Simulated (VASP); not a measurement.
## Ti2BN: relaxation of cell and atoms with PBE

The system is Ti2BN.

```
Ti B N
1.0
    -2.23000    2.23000    4.46000
     2.23000   -2.23000    4.46000
     2.23000    2.23000   -4.46000
Ti B N
4 2 2
Cartesian
  0.0000 0.0000 6.6900
  2.2300 0.0000 0.0000
  0.0000 2.2300 0.0000
  0.0000 0.0000 2.2300
  0.0000 2.2300 2.2300
  0.0000 0.0000 0.0000
  0.0000 0.0000 4.4600
  2.2300 0.0000 2.2300
```

The cell was built by a generator and needn't be a form met in nature.

- Program: VASP 6.6.1
- Task: relaxation of cell and atoms
- Functional: PBE
- Potentials or basis: VASP PAW PBE potentials, release 64 (Ti_sv, B, N)
- Cutoff: 520 eV
- k mesh: 4 × 4 × 4
- Occupations: gaussian, width 0.15 eV
- Spin: no spin polarisation
- Further INCAR settings: PREC = Normal; ALGO = Fast; EDIFF = 0.0001; IBRION = 2; EDIFFG = -0.08; NSW = 24; ISIF = 3

```json
{
 "Relaxed volume": "10.46 Å³/atom",
 "Relaxed cell": "a = 5.349 Å, b = 5.349 Å, c = 5.349 Å, α = 131.67°, β = 131.67°, γ = 70.75°",
 "Space group after relaxing (to 0.05 Å)": "I4_1/amd (No. 141)",
 "Energy gained by relaxing": "46.1 meV/atom",
 "Ionic steps": "7",
 "Pressure after relaxing": "-0.7 GPa",
 "Largest force after relaxing": "0.012 eV/Å",
 "Band gap on the k mesh": "none (metal or under the smearing width)"
}
```

Forces on the atoms (eV/Å):
```
Ti   0.000  0.000 -0.012
Ti   0.000  0.000  0.012
Ti   0.000  0.000 -0.012
Ti   0.000  0.000  0.012
B    0.000  0.000  0.000
B    0.000  0.000  0.000
N    0.000  0.000  0.000
N    0.000  0.000  0.000
```

Stress tensor (GPa, compression positive):
```
-0.69  0.00  0.00
 0.00 -0.69  0.00
 0.00  0.00 -0.78
```

The path:
| step | energy change (eV) | largest force (eV/Å) | pressure (GPa) | volume (Å³) |
| --- | --- | --- | --- | --- |
| 1 | 0.0000 | 1.0883 | -11.83 | 88.72 |
| 2 | -0.1416 | 0.2723 | 14.03 | 78.61 |
| 3 | -0.3108 | 0.7091 | 1.88 | 82.71 |
| 4 | -0.3110 | 0.6435 | 1.98 | 82.55 |
| 5 | -0.3641 | 0.0508 | 0.65 | 83.17 |
| 6 | -0.3651 | 0.0270 | 0.52 | 83.24 |
| 7 | -0.3686 | 0.0124 | -0.72 | 83.66 |

Final structure:
```
CELL_PARAMETERS angstrom
-2.18978 2.18978 4.36177
2.18978 -2.18978 4.36177
2.18978 2.18978 -4.36177
ATOMIC_POSITIONS crystal
Ti 0.74229 0.74229 0.00000
Ti 0.00771 0.50771 0.50000
Ti 0.49229 0.99229 0.50000
Ti 0.25771 0.25771 0.00000
B 0.75000 0.25000 0.50000
B 0.00000 0.00000 0.00000
N 0.50000 0.50000 0.00000
N 0.25000 0.75000 0.50000
```

Levels at points of the mesh, in eV from the Fermi level:
| k point | band 28 | band 29 | band 30 | band 31 | band 32 | band 33 | band 34 | band 35 | band 36 | band 37 |
| --- | --- | --- | --- | --- | --- | --- | --- | --- | --- | --- |
| (0.00, 0.00, 0.00) | -1.65 | -0.20 | -0.20 | 0.56 | 0.56 | 0.64 | 1.15 | 1.15 | 1.58 | 1.63 |
| (0.50, 0.00, 0.00) | -2.54 | -2.12 | -1.36 | -1.22 | -0.74 | 0.98 | 1.04 | 2.05 | 2.33 | 2.34 |
| (0.50, 0.50, 0.00) | -2.53 | -2.40 | -2.40 | -1.81 | -1.81 | 1.98 | 1.98 | 2.55 | 2.55 | 2.68 |
| (0.50, 0.50, 0.50) | -1.64 | -0.65 | -0.65 | -0.22 | -0.22 | 0.19 | 0.19 | 1.51 | 1.51 | 2.08 |

Wall time 110 s on 1 thread of Intel(R) Xeon(R) 6975P-C (Granite Rapids) (shared host), peak memory 0.19 GiB.

Caveat: the k mesh is coarse (spacing up to 0.50 Å⁻¹), so the values aren't converged; the relaxation stopped at a loose force limit of 0.08 eV/Å, so its end isn't a converged minimum.
